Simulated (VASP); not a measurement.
TeRu, 2 atoms in the cell. Symmetry: F-43m, No. 216, cubic system. The conventional cell has a = 6.228 Å, b = 6.228 Å, c = 6.228 Å, α = 90.00°, β = 90.00°, γ = 90.00°. Ru (site symmetry -43m) has 4 Te at 2.70 Å as nearest neighbours. Te (site symmetry -43m) is surrounded by 4 Ru at 2.70 Å. The cell comes from a database or a generator and needn't be the stable form of this composition.

- Program: VASP 6.6.1
- Task: single point
- Functional: PBEsol
- Potentials or basis: VASP PAW PBE potentials, release 64 (Ru_pv, Te)
- Cutoff: 520 eV
- k mesh: 5 × 5 × 5
- Occupations: gaussian, width 0.05 eV
- Spin: collinear spin, random start
- Starting moments: [-0.57, 0.0] μB
- Hubbard terms: Ru d U = 6 eV
- Further INCAR settings: ALGO = Fast; EDIFF = 1e-06

Potentials or basis: VASP PAW PBE potentials, release 64 (Ru_pv, Te).

Run with:

```sh
$ cat potpaw_PBE.64/Ru_pv/POTCAR potpaw_PBE.64/Te/POTCAR > POTCAR
$ mpirun -np 1 vasp_std > vasp.out
```

Hardware: 1 thread of AMD EPYC 7R43 64-Core Processor (Zen 3), on a shared host.

**Question.** Estimate the wall time of this run.

**Answer.** Run time: 65 s on 1 thread of AMD EPYC 7R43 64-Core Processor (Zen 3), on a shared host, peak memory 0.2 GiB. Counts: scf iterations 18, k points 10.
